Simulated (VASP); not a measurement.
Output of a VASP run:

File OSZICAR:
```
       N       E                     dE             d eps       ncg     rms          rms(c)
DAV:   1    -0.148441815190E+02   -0.14844E+02   -0.27605E-01   536   0.438E+00    0.157E+00
DAV:   2    -0.148457386626E+02   -0.15571E-02   -0.43040E-03   680   0.544E-01    0.104E+00
DAV:   3    -0.148453684909E+02    0.37017E-03   -0.27077E-04   616   0.136E-01    0.592E-01
DAV:   4    -0.148452328678E+02    0.13562E-03   -0.55640E-05   568   0.696E-02    0.332E-01
DAV:   5    -0.148451861622E+02    0.46706E-04   -0.15048E-05   600   0.376E-02    0.185E-01
DAV:   6    -0.148451702117E+02    0.15950E-04   -0.52339E-06   648   0.214E-02    0.102E-01
DAV:   7    -0.148451652269E+02    0.49849E-05   -0.15917E-06   464   0.122E-02    0.571E-02
DAV:   8    -0.148451634388E+02    0.17880E-05   -0.59564E-07   296   0.772E-03    0.316E-02
DAV:   9    -0.148451629045E+02    0.53436E-06   -0.20499E-07   280   0.422E-03
   1 F= -.14845163E+02 E0= -.14845163E+02  d E =-.161513E-15
```

OUTCAR:
```
------------------------ aborting loop because EDIFF is reached ----------------------------------------
  FORCE on cell =-STRESS in cart. coord.  units (eV):
  Direction    XX          YY          ZZ          XY          YZ          ZX
  --------------------------------------------------------------------------------------
  Total       -1.1537900     -1.1537900     -1.1537900      0.0000000      0.0000000      0.0000000
  in kB      -76.3990788    -76.3990788    -76.3990788      0.0000000      0.0000000      0.0000000
  external PRESSURE =     -76.3990788 kB  Pullay stress =       0.0000000 kB
  volume of cell :       24.20
      direct lattice vectors                 reciprocal lattice vectors
     0.000000000  2.295653921  2.295653921    -0.217802865  0.217802865  0.217802865
     2.295653921  0.000000000  2.295653921     0.217802865 -0.217802865  0.217802865
     2.295653921  2.295653921  0.000000000     0.217802865  0.217802865 -0.217802865
  FREE ENERGIE OF THE ION-ELECTRON SYSTEM (eV)
  ---------------------------------------------------
  free  energy   TOTEN  =       -14.8451629045 eV

  energy  without entropy=      -14.8451629045  energy(sigma->0) =      -14.84516290

  exchange ACFDT corr.  =         0.00000000  see jH, gK, PRB 81, 115126
```
(Selected blocks of OUTCAR.)

File POSCAR:
```
BP
1
    0.0000000000     2.2956539212     2.2956539212
    2.2956539212     0.0000000000     2.2956539212
    2.2956539212     2.2956539212     0.0000000000
B P
1 1
Direct
  0.0000000000   0.0000000000   0.0000000000
  0.2500000000   0.2500000000   0.2500000000
```

### Question
Write an INCAR and KPOINTS that could have produced this output.

### Answer
Several could match; the one computed here: the input of the run itself, HSE06 screened hybrid, plane waves, VASP's PBE PAW potentials (set 64).

**INCAR**
```
! general
SYSTEM   = BP
PREC     = Accurate
ENCUT    = 520
LREAL    = .FALSE.
LASPH    = .TRUE.
ISYM     = 3

! electronic loop
EDIFF    = 1E-6
NELM     = 60
ALGO     = Normal

! smearing
ISMEAR   = 0
SIGMA    = 0.05

! functional
GGA      = PE
LHFCALC  = .TRUE.
AEXX     = 0.25
HFSCREEN = 0.2
PRECFOCK = Fast

! ions
ISIF     = 2

! output
LWAVE    = .FALSE.
LCHARG   = .FALSE.
```

KPOINTS:
```
Automatic
0
Gamma
8 8 8
```

POTCAR, in this order: B P (PBE.64 set). Program: vasp_std. Read from the step before: WAVECAR.

The compound is BP in the zinc blende structure. This cell is one point of a volume scan, at 1.03 of the reference volume. The cell's shape comes from a PBE relaxation.
